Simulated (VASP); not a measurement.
Runs of VASP 6.6.1 on TaTeI. The structure is hexagonal, space group P-6m2 (No. 187). The conventional cell has a = 5.208 Å, b = 5.208 Å, c = 4.177 Å, α = 90.00°, β = 90.00°, γ = 120.00°. Around Ta (site symmetry -6m2) lie 3 I at 3.01 Å. Around Te (site symmetry -6m2) lie 6 I at 3.66 Å and 6 Ta at 3.66 Å and 2 Te at 4.18 Å. I (site symmetry -6m2) is surrounded by 3 Ta at 3.01 Å. The cell was built by a generator and needn't be a form met in nature.

| task | level | cell | cutoff (eV) | smearing | gap on the mesh (eV) | pressure (GPa) | relaxed volume (Å³/atom) |
| --- | --- | --- | --- | --- | --- | --- | --- |
| relaxation of cell and atoms | r2SCAN | relaxed | 600 | gaussian 0.05 eV | none | 0.0 | 24.75 |
| single point | r2SCAN | as given | 520 | fermi-dirac 0.05 eV | none | -10.5 | - |
| relaxation of cell and atoms | r2SCAN+D3(BJ) | relaxed | 600 | gaussian 0.05 eV | none | 0.0 | 24.21 |
| relaxation of cell and atoms | TPSS | relaxed | 600 | gaussian 0.05 eV | none | 0.0 | (a) |

Alike in all rows: potentials or basis VASP PAW PBE potentials, release 64 (Ta_pv, Te, I); no spin polarisation; k mesh 6 × 6 × 7.

Question: Fill in the values left out.

Answer: (a) 24.15.

Caveats: the PAW data sets were made with another functional, which shifts forces and pressure a little; the volume moved by over 15 % at a fixed basis, so the end points are rough (some runs); pairwise dispersion overbinds metals, which lowers pressure and volume (some runs).

A k mesh can miss the band edges, and the runs leave out spin-orbit coupling on I, Ta, Te.

A gap of «none» marks a metal or a gap under the smearing width.

Not every run made on this cell is shown here.
